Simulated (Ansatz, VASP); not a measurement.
# Cross-check of Zn2In3GaO8 (amorphous In18Ga6Zn12O48) between VASP and Ansatz

One calculation is typed for both programs; each brings its own data sets. How far apart do they land? Of the first pair: The structure shown is the start of the Ansatz relaxation below; VASP solves that cell, so the two are compared at the walk's first step.

Program: Ansatz 0.2.0. Level of theory: plane waves, with VASP 6.6.1 beside it; single point at PBE. Results are calculated unless marked as measured.

### Step 1. The structure

The cell holds 84 atoms: 18 In, 6 Ga, 12 Zn and 48 O. Its edges and angles: a = 10.327 Å, b = 10.327 Å, c = 10.327 Å, α = 90.0°, β = 90.0°, γ = 90.0°. 84 atoms (18 In, 6 Ga, 12 Zn, 48 O) packed at random and pushed apart as soft spheres at 6.09 g/cm^3; MD (Langevin at fixed volume unless said) with the MACE-MP-0b2 small potential (Batatia et al., arXiv:2401.00096), steps of 2 fs: 0.7 ps at 2600 K, 2600 to 1560 K in 0.7 ps, 1560 to 300 K in 2 ps; then atoms relaxed.

### Step 2. Ansatz: relaxation, PBE

Ansatz runs on its default PAW (the set named soft_2) files.

The two programs are compared at the cell with which this relaxation starts, whose forces are those of its first step.

Input file input.yaml:

```yaml
crystal:
  lattice:
    - [10.32706, 0.0, 0.0]
    - [0.0, 10.32706, 0.0]
    - [0.0, 0.0, 10.32706]
  atoms:
    - { symbol: In, position: [0.61255, 0.93137, 0.59759] }
    - { symbol: In, position: [0.36028, 0.59341, 0.08656] }
    - { symbol: In, position: [0.13154, 0.02513, 0.93691] }
    - { symbol: In, position: [0.93254, 0.83619, 0.08861] }
    - { symbol: In, position: [0.75205, 0.17618, 0.44718] }
    - { symbol: In, position: [0.61045, 0.37608, 0.16496] }
    - { symbol: In, position: [0.10644, 0.62948, 0.27481] }
    - { symbol: In, position: [0.13738, 0.31791, 0.47571] }
    - { symbol: In, position: [0.9609, 0.51194, 0.95479] }
    - { symbol: In, position: [0.66542, 0.069, 0.16061] }
    - { symbol: In, position: [0.38195, 0.4872, 0.37935] }
    - { symbol: In, position: [0.7813, 0.19741, 0.85072] }
    - { symbol: In, position: [0.40458, 0.12192, 0.34714] }
    - { symbol: In, position: [0.58099, 0.76437, 0.26295] }
    - { symbol: In, position: [0.09828, 0.26484, 0.77045] }
    - { symbol: In, position: [0.4062, 0.19155, 0.95175] }
    - { symbol: In, position: [0.59207, 0.60817, 0.90874] }
    - { symbol: In, position: [0.04806, 0.03043, 0.31709] }
    - { symbol: Ga, position: [0.85681, 0.84315, 0.44383] }
    - { symbol: Ga, position: [0.1878, 0.30446, 0.13843] }
    - { symbol: Ga, position: [0.72497, 0.5404, 0.4193] }
    - { symbol: Ga, position: [0.14136, 0.73571, 0.8642] }
    - { symbol: Ga, position: [0.93616, 0.33601, 0.25972] }
    - { symbol: Ga, position: [0.85572, 0.37932, 0.63223] }
    - { symbol: Zn, position: [0.90683, 0.95248, 0.71825] }
    - { symbol: Zn, position: [0.36508, 0.87547, 0.79693] }
    - { symbol: Zn, position: [0.63908, 0.91398, 0.90894] }
    - { symbol: Zn, position: [0.3882, 0.89125, 0.09295] }
    - { symbol: Zn, position: [0.16329, 0.96218, 0.58516] }
    - { symbol: Zn, position: [0.15178, 0.61736, 0.62092] }
    - { symbol: Zn, position: [0.36185, 0.1566, 0.65258] }
    - { symbol: Zn, position: [0.32267, 0.46067, 0.79607] }
    - { symbol: Zn, position: [0.50235, 0.66411, 0.60373] }
    - { symbol: Zn, position: [0.84818, 0.66667, 0.72295] }
    - { symbol: Zn, position: [0.31742, 0.81057, 0.39322] }
    - { symbol: Zn, position: [0.5484, 0.37813, 0.65109] }
    - { symbol: O, position: [0.0256, 0.6574, 0.08246] }
    - { symbol: O, position: [0.21551, 0.80035, 0.68938] }
    - { symbol: O, position: [0.59487, 0.21201, 0.29982] }
    - { symbol: O, position: [0.30603, 0.05561, 0.81551] }
    - { symbol: O, position: [0.24137, 0.62894, 0.45412] }
    - { symbol: O, position: [0.34237, 0.30237, 0.44469] }
    - { symbol: O, position: [0.69814, 0.23594, 0.03054] }
    - { symbol: O, position: [0.04833, 0.00219, 0.11635] }
    - { symbol: O, position: [0.51995, 0.55726, 0.24753] }
    - { symbol: O, position: [0.91185, 0.36573, 0.80681] }
    - { symbol: O, position: [0.02759, 0.61855, 0.77114] }
    - { symbol: O, position: [0.81434, 0.53953, 0.57795] }
    - { symbol: O, position: [0.51633, 0.73648, 0.05068] }
    - { symbol: O, position: [0.98278, 0.81782, 0.30706] }
    - { symbol: O, position: [0.42396, 0.29536, 0.77247] }
    - { symbol: O, position: [0.72341, 0.01864, 0.77017] }
    - { symbol: O, position: [0.97323, 0.11009, 0.82214] }
    - { symbol: O, position: [0.54003, 0.81603, 0.76424] }
    - { symbol: O, position: [0.51582, 0.02788, 0.00076] }
    - { symbol: O, position: [0.78834, 0.61758, 0.89895] }
    - { symbol: O, position: [0.24313, 0.58213, 0.91535] }
    - { symbol: O, position: [0.17865, 0.42506, 0.66037] }
    - { symbol: O, position: [0.73969, 0.89422, 0.08227] }
    - { symbol: O, position: [0.79858, 0.81157, 0.61941] }
    - { symbol: O, position: [0.70537, 0.27189, 0.64851] }
    - { symbol: O, position: [0.10905, 0.22838, 0.28928] }
    - { symbol: O, position: [0.00092, 0.85993, 0.88095] }
    - { symbol: O, position: [0.50038, 0.44693, 0.00572] }
    - { symbol: O, position: [0.7253, 0.97475, 0.42546] }
    - { symbol: O, position: [0.49432, 0.78748, 0.47117] }
    - { symbol: O, position: [0.56075, 0.49422, 0.49586] }
    - { symbol: O, position: [0.02197, 0.4657, 0.36959] }
    - { symbol: O, position: [0.491, 0.08448, 0.54043] }
    - { symbol: O, position: [0.86375, 0.15805, 0.27401] }
    - { symbol: O, position: [0.25663, 0.85158, 0.95982] }
    - { symbol: O, position: [0.76984, 0.42325, 0.28813] }
    - { symbol: O, position: [0.19468, 0.24561, 0.95512] }
    - { symbol: O, position: [0.93417, 0.26443, 0.52413] }
    - { symbol: O, position: [0.2416, 0.98575, 0.40005] }
    - { symbol: O, position: [0.49135, 0.54753, 0.74272] }
    - { symbol: O, position: [0.00555, 0.36842, 0.09353] }
    - { symbol: O, position: [0.7494, 0.70681, 0.35809] }
    - { symbol: O, position: [0.17383, 0.15708, 0.61109] }
    - { symbol: O, position: [0.98239, 0.96551, 0.52343] }
    - { symbol: O, position: [0.24871, 0.46848, 0.20707] }
    - { symbol: O, position: [0.49463, 0.95057, 0.2458] }
    - { symbol: O, position: [0.35172, 0.21103, 0.15425] }
    - { symbol: O, position: [0.28657, 0.74277, 0.21532] }
kpoints:
  mp_grid: { grid: [1, 1, 1] }
hamiltonian:
  xc: pbe
scf:
  occupations: { method: fermi_dirac, width: 0.025 }
output:
  forces: true
relax:
  f_tol: 0.04
  max_steps: 250
  cell: {}
```

The run is started by

```
$ ansatz run input.yaml --threads 4 --pin off --max-ram 8192MiB --backend cpu --events-out ev --progress --plain --runs-dir out
```

Numbers of over 12 decimals in the logs are rounded to 6 here.

Log:

```text
Engine: ansatz 0.2.0, x86_64-unknown-linux-gnu
Pseudopotentials: kind: paw
Pseudopotential: In, paw, valence charge 13, recommended cutoff 420 eV (normal), In.paw.azcp
Pseudopotential: Ga, paw, valence charge 13, recommended cutoff 420 eV (normal), Ga.paw.azcp
Pseudopotential: Zn, paw, valence charge 12, recommended cutoff 420 eV (normal), Zn.paw.azcp
Pseudopotential: O, paw, valence charge 6, recommended cutoff 420 eV (normal), O.paw.azcp
Functional definition: PBE
  parameter kappa = 0.804
  parameter beta = 0.066725
  exchange = pbe_x(kappa = kappa, mu = beta*pi^2/3)
  correlation = pbe_c(beta = beta)
Crystal: 84 atoms, lattice volume = 1101.362 Å³
Basis set: ecut = 420 eV, 21559 PW (Γ), exchange–correlation on 144×144×144 points (8 copies of the dense FFT grid, shifted against one another)
Bands: 456, of which v1, the nominal top of the filled ones, is band 372 counted from 1 (371 counted from 0)
Symmetry: 1 space group operations
Space group: P1 (ITA 1), of the structure as read, at distance tolerance 1.0e-4 Å
k-points: 1
Non-local potential: In, projectors of the file, l = 0: 2, l = 1: 2, l = 2: 2, l = 3: 2
Non-local potential: Ga, projectors of the file, l = 0: 2, l = 1: 2, l = 2: 3, l = 3: 1
Non-local potential: Zn, projectors of the file, l = 0: 2, l = 1: 2, l = 2: 3, l = 3: 1
Non-local potential: O, projectors of the file, l = 0: 2, l = 1: 2, l = 2: 1
PAW form: soft (Blöchl's): semilocal exchange-correlation on the pseudo side does not see the compensation charge
PAW one-centre angular grid: In, 590 points (default); XC on 64 Gauss nodes
PAW one-centre angular grid: Ga, 590 points (default); XC on 64 Gauss nodes
PAW one-centre angular grid: Zn, 590 points (default); XC on 64 Gauss nodes
PAW one-centre angular grid: O, 110 points (default); XC on 64 Gauss nodes
Initial density: superposition of atomic densities (neutral atoms: chi_scale 0, normalization atom), corrected by the library's trained network
Initial wavefunctions: pseudopotential atomic-orbital guess
Functional: x = pbe(κ = 0.804, μ = 0.219515), c = pbe(β = 0.066725)
SCF iter   1: F=—  HF=-190521.073055 eV  |F-HF|=—  |Δ(HF+E_count)|=         —  Δρ=2.70e-3  dr2=1.05e-1  ethr=1.77e-3  ⟨swp⟩=6.0  Hψ=1760  notcnv=0  defer=3
preconditioner: auto → Resta (q_TF=auto, 2.556 Å⁻¹)  ε∞=5.3  [insulator: Δε(μ)=0.318 eV  Ē_g=14.743 eV  σ=0.025 eV  W_gap=1.00  n_scr=304 (ndim 8)  ℏωp=30.5 eV  f_vac=0.061  D(μ)=0.28/eV (n_scr^D=0)  ε∞_Penn≈5.3]
SCF iter   2: F=—  HF=-190521.069996 eV  |F-HF|=—  |Δ(HF+E_count)|=   3.06e-3  Δρ=1.44e-3  dr2=2.31e-2  ethr=1.41e-5  ⟨swp⟩=3.0  Hψ=902  notcnv=0  defer=77
SCF iter   3: F=—  HF=-190521.069533 eV  |F-HF|=—  |Δ(HF+E_count)|=   4.63e-4  Δρ=6.64e-4  dr2=8.57e-3  ethr=3.11e-6  ⟨swp⟩=2.0  Hψ=710  notcnv=0  defer=77
SCF iter   4: F=—  HF=-190521.069223 eV  |F-HF|=—  |Δ(HF+E_count)|=   3.10e-4  Δρ=2.34e-4  dr2=7.23e-4  ethr=1.15e-6  ⟨swp⟩=2.0  Hψ=704  notcnv=0  defer=77
SCF iter   5: F=—  HF=-190521.069371 eV  |F-HF|=—  |Δ(HF+E_count)|=   1.48e-4  Δρ=1.48e-4  dr2=2.60e-4  ethr=9.72e-8  ⟨swp⟩=2.0  Hψ=708  notcnv=0  defer=77
SCF iter   6: F=—  HF=-190521.069436 eV  |F-HF|=—  |Δ(HF+E_count)|=   6.49e-5  Δρ=5.24e-5  dr2=3.41e-5  ethr=3.50e-8  ⟨swp⟩=2.0  Hψ=708  notcnv=0  defer=77
SCF iter   7: F=—  HF=-190521.070951 eV  |F-HF|=—  |Δ(HF+E_count)|=   1.52e-3  Δρ=3.42e-5  dr2=1.40e-5  ethr=4.58e-9  ⟨swp⟩=2.0  Hψ=744  notcnv=0  defer=77
SCF iter   8: F=—  HF=-190521.070956 eV  |F-HF|=—  |Δ(HF+E_count)|=   5.40e-6  Δρ=1.07e-5  dr2=1.78e-6  ethr=1.88e-9  ⟨swp⟩=2.0  Hψ=708  notcnv=0  defer=77
SCF iter   9: F=—  HF=-190521.070958 eV  |F-HF|=—  |Δ(HF+E_count)|=   1.47e-6  Δρ=8.01e-6  dr2=6.96e-7  ethr=2.39e-10  ⟨swp⟩=2.0  Hψ=752  notcnv=0  defer=77
SCF iter  10: F=—  HF=-190521.070958 eV  |F-HF|=—  |Δ(HF+E_count)|=   1.69e-7  Δρ=2.97e-6  dr2=1.16e-7  ethr=9.35e-11  ⟨swp⟩=2.0  Hψ=752  notcnv=0  defer=77
SCF iter  11: F=-190521.070958 eV  HF=-190521.070958 eV  |F-HF|=5.65e-9  |Δ(HF+E_count)|=   9.01e-8  Δρ=1.70e-6  dr2=3.27e-8  ethr=1.34e-11  ⟨swp⟩=4.0  Hψ=1268  notcnv=0
SCF 1 converged in 11 iterations: F = -190521.070958 eV  dr2 = 3.27e-8
  greatest PAW one-centre occupation: 0.998 electrons in one spin orbital (limit 2), on the Ga atom at site 21 (counted from 0), in its partial waves of l = 2
relax step   1: F+E_penalty+E_count = -190521.07095817 eV  Δ(F+E_penalty+E_count) = +0.000e0 eV  max|allowed force component| = 1.986e-1 eV/Å  Δτ_max = 0.0000 Å  P = -0.004 GPa  Ω = 1101.362 Å³  (11 SCF iters, dr2 threshold 1.00e-7 eV, accepted)
Crystal: 84 atoms, lattice volume = 1104.177 Å³
Basis set: ecut = 420 eV, 21579 PW (Γ), exchange–correlation on 144×144×144 points (8 copies of the dense FFT grid, shifted against one another)
Initial density: handed on by an earlier stage of this run
Initial wavefunctions: those handed on with the density
[...]
atom  62  O     -0.00453412     0.00384095     0.00151046
  atom  63  O      0.00192771    -0.00228150    -0.00221730
  atom  64  O     -0.00518871    -0.00239870     0.00147481
  atom  65  O      0.00072684     0.00129909    -0.00029916
  atom  66  O      0.00124865     0.00409286     0.00266548
  atom  67  O     -0.00047716     0.00534420    -0.00330415
  atom  68  O     -0.00440179    -0.00199220    -0.00266892
  atom  69  O      0.00231943    -0.00106239     0.00393094
  atom  70  O     -0.00171590    -0.00502026     0.00135721
  atom  71  O     -0.00008531    -0.00012851     0.00049141
  atom  72  O      0.00558777     0.00304420     0.00290244
  atom  73  O     -0.00277777    -0.00242973    -0.00089375
  atom  74  O     -0.00461081     0.00178489     0.00006171
  atom  75  O     -0.00603185     0.00197727    -0.00366093
  atom  76  O     -0.00250151     0.00053165     0.00351860
  atom  77  O     -0.00097006     0.00331811    -0.00218467
  atom  78  O      0.00509098     0.00085923     0.00178998
  atom  79  O     -0.00362914     0.00048462     0.00185398
  atom  80  O     -0.00098271    -0.00710107     0.00272662
  atom  81  O     -0.00046284    -0.00288551     0.00166294
  atom  82  O      0.00027642    -0.00118689     0.00170099
  atom  83  O     -0.00190297     0.00200486    -0.00385046
  atom  84  O      0.00160731     0.00335231     0.00081004
  max |Σ_I F_I| component: 3.96e-6 eV/Å
--- Stress (GPa, compression-positive) ---
        0.004468      -0.000797       0.002534
       -0.000797       0.005777      -0.004309
        0.002534      -0.004309      -0.007346
  P = ⅓ Tr σ = 0.0010 GPa (0.010 kbar)
--- Relaxed structure (25 steps of the walk, 22 accepted, 4 SCFs on fresh bases) ---
  F+E_penalty+E_count = -190521.83379305 eV   max|allowed force component| = 1.522e-2 eV/Å   (the final SCF, on the basis selected at the relaxed cell)
  cell:  # Å, volume = 1112.7740 Å³
    - [10.357155, 0.145321, -0.213916]
    - [0.145321, 10.651178, -0.016909]
    - [-0.213916, -0.016909, 10.093527]
  atoms:
    - { symbol: In, position: [0.610199, 0.916396, 0.594376] }
    - { symbol: In, position: [0.358251, 0.601350, 0.092936] }
    - { symbol: In, position: [0.136958, 0.018748, 0.940393] }
    - { symbol: In, position: [0.942067, 0.834594, 0.089498] }
    - { symbol: In, position: [0.756524, 0.164771, 0.453880] }
    - { symbol: In, position: [0.609886, 0.378932, 0.156704] }
    - { symbol: In, position: [0.101272, 0.620817, 0.277237] }
    - { symbol: In, position: [0.144923, 0.313403, 0.482345] }
    - { symbol: In, position: [0.950651, 0.513989, 0.951186] }
    - { symbol: In, position: [0.697087, 0.084002, 0.157319] }
    - { symbol: In, position: [0.384816, 0.467065, 0.374718] }
    - { symbol: In, position: [0.783360, 0.197294, 0.842749] }
    - { symbol: In, position: [0.413613, 0.122448, 0.346616] }
    - { symbol: In, position: [0.575472, 0.766336, 0.270184] }
    - { symbol: In, position: [0.093580, 0.257799, 0.775088] }
    - { symbol: In, position: [0.407089, 0.191188, 0.957250] }
    - { symbol: In, position: [0.581343, 0.629422, 0.898332] }
    - { symbol: In, position: [0.046378, 0.039271, 0.319229] }
    - { symbol: Ga, position: [0.857432, 0.845524, 0.436961] }
    - { symbol: Ga, position: [0.184576, 0.307335, 0.138101] }
    - { symbol: Ga, position: [0.710685, 0.540902, 0.413533] }
    - { symbol: Ga, position: [0.146439, 0.738672, 0.850197] }
    - { symbol: Ga, position: [0.936514, 0.340447, 0.268025] }
    - { symbol: Ga, position: [0.851437, 0.382496, 0.627197] }
    - { symbol: Zn, position: [0.906466, 0.949647, 0.724088] }
    - { symbol: Zn, position: [0.367281, 0.878399, 0.791873] }
    - { symbol: Zn, position: [0.649027, 0.925137, 0.910670] }
    - { symbol: Zn, position: [0.409762, 0.907055, 0.068310] }
    - { symbol: Zn, position: [0.157722, 0.966377, 0.587261] }
    - { symbol: Zn, position: [0.141224, 0.584378, 0.618436] }
    - { symbol: Zn, position: [0.364868, 0.156220, 0.652967] }
    - { symbol: Zn, position: [0.329510, 0.457921, 0.806227] }
    - { symbol: Zn, position: [0.442603, 0.650441, 0.581501] }
    - { symbol: Zn, position: [0.842189, 0.666793, 0.712890] }
    - { symbol: Zn, position: [0.322890, 0.841813, 0.364322] }
    - { symbol: Zn, position: [0.547571, 0.381612, 0.658190] }
    - { symbol: O, position: [0.014702, 0.651580, 0.082488] }
    - { symbol: O, position: [0.215917, 0.812621, 0.687830] }
    - { symbol: O, position: [0.600727, 0.209321, 0.296177] }
    - { symbol: O, position: [0.314084, 0.055341, 0.823532] }
    - { symbol: O, position: [0.270448, 0.597191, 0.490808] }
    - { symbol: O, position: [0.348575, 0.292072, 0.454808] }
    - { symbol: O, position: [0.702946, 0.243635, 0.022405] }
    - { symbol: O, position: [0.053344, -0.00423498, 0.119956] }
    - { symbol: O, position: [0.520446, 0.554427, 0.252963] }
    - { symbol: O, position: [0.911203, 0.364028, 0.806486] }
    - { symbol: O, position: [0.026907, 0.622310, 0.761520] }
    - { symbol: O, position: [0.815590, 0.539590, 0.571089] }
    - { symbol: O, position: [0.513798, 0.739654, 0.061579] }
    - { symbol: O, position: [0.984424, 0.810118, 0.310049] }
    - { symbol: O, position: [0.429528, 0.293289, 0.777312] }
    - { symbol: O, position: [0.725501, 0.020465, 0.766793] }
    - { symbol: O, position: [0.974398, 0.107361, 0.822382] }
    - { symbol: O, position: [0.546930, 0.820167, 0.781296] }
    - { symbol: O, position: [0.533191, 0.039811, 0.013428] }
    - { symbol: O, position: [0.778698, 0.614382, 0.884557] }
    - { symbol: O, position: [0.249602, 0.592663, 0.910853] }
    - { symbol: O, position: [0.176466, 0.408162, 0.675959] }
    - { symbol: O, position: [0.752290, 0.905332, 0.080997] }
    - { symbol: O, position: [0.804825, 0.817447, 0.616033] }
[...]
- { symbol: O, position: [5.599946027341459e-5, 0.374864, 0.096468] }
    - { symbol: O, position: [0.746698, 0.703947, 0.356902] }
    - { symbol: O, position: [0.173890, 0.154418, 0.615588] }
    - { symbol: O, position: [0.974244, 0.976854, 0.515956] }
    - { symbol: O, position: [0.249686, 0.464566, 0.200626] }
    - { symbol: O, position: [0.459012, 0.935023, 0.252786] }
    - { symbol: O, position: [0.355991, 0.218867, 0.160190] }
    - { symbol: O, position: [0.266927, 0.720940, 0.235526] }
```

(Continued in part 2 of 3.)

[Lines on the potential files, build, host, timing and source positions are cut from VASP's logs without a mark.]

[Logs are printed without paths, hosts, clocks, repeated set-up lines and the standing remarks that a program may print on its own settings, such as how far it seeks lower states.]

[Hosts, paths, dates, database ids (printed as entryN), source tags and the programs' standing remarks are cut or masked in the printed files.]
